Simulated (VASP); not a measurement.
The system is Be3Te2Se.

```
Be Te Se
1.0
     6.10385    0.00000    0.00000
    -3.05193    5.28609    0.00000
     0.00000    0.00000    4.54893
Be Te Se
3 2 1
Direct
  0.50000 0.00000 0.50000
  0.00000 0.50000 0.50000
  0.50000 0.50000 0.50000
  0.33333 0.66667 0.50000
  0.66667 0.33333 0.50000
  0.00000 0.00000 0.00000
```

The cell was built by a generator and needn't be a form met in nature.

```yaml
Program: VASP 6.6.1
Task: relaxation of cell and atoms
Functional: PBE
Potentials_or_basis: VASP PAW PBE potentials, release 64 (Be, Te, Se)
Cutoff: 520 eV
k_mesh: 3 × 3 × 3
Occupations: gaussian, width 0.15 eV
Spin: no spin polarisation
```

At the start: pressure 47.2 GPa; volume 24.46 Å³/atom.

Question: How do energy, volume and symmetry change on relaxing?

Answer: Over 11 steps the energy falls by 2187.7 meV/atom and the volume is 32.73 Å³/atom (+33.8 %); space group P6/mmm (No. 191, to 0.05 Å).

Step by step:
| step | energy change (eV) | largest force (eV/Å) | pressure (GPa) | volume (Å³) |
| --- | --- | --- | --- | --- |
| 1 | 0.0000 | 0.0000 | 47.18 | 146.77 |
| 2 | -9.7365 | 0.0000 | -3.88 | 336.96 |
| 3 | -12.9186 | 0.0000 | -0.68 | 232.97 |
| 4 | -12.9343 | 0.0000 | -0.17 | 231.06 |
| 5 | -12.9555 | 0.0000 | -0.35 | 228.36 |
| 6 | -12.9785 | 0.0000 | -0.42 | 225.41 |
| 7 | -13.0223 | 0.0000 | -0.44 | 219.52 |
| 8 | -13.0968 | 0.0000 | -0.47 | 207.76 |
| 9 | -12.9924 | 0.0000 | 1.00 | 184.28 |
| 10 | -13.1211 | 0.0000 | -0.25 | 201.87 |
| 11 | -13.1262 | 0.0000 | -0.03 | 196.37 |

Final structure:
```cif
data_structure
_symmetry_space_group_name_H-M 'P 1'
_symmetry_Int_Tables_number 1
_cell_length_a 7.6931
_cell_length_b 7.6931
_cell_length_c 3.8312
_cell_angle_alpha 90.000
_cell_angle_beta 90.000
_cell_angle_gamma 120.000
_cell_volume 196.37
loop_
_atom_site_label
_atom_site_type_symbol
_atom_site_fract_x
_atom_site_fract_y
_atom_site_fract_z
_atom_site_occupancy
Be1 Be 0.50000 0.00000 0.50000 1
Be2 Be 0.00000 0.50000 0.50000 1
Be3 Be 0.50000 0.50000 0.50000 1
Te1 Te 0.33333 0.66667 0.50000 1
Te2 Te 0.66667 0.33333 0.50000 1
Se1 Se 0.00000 0.00000 0.00000 1
```

Caveat: the k mesh is coarse (spacing up to 0.46 Å⁻¹), so the values aren't converged; the volume moved by over 15 % at a fixed basis, so the end points are rough.
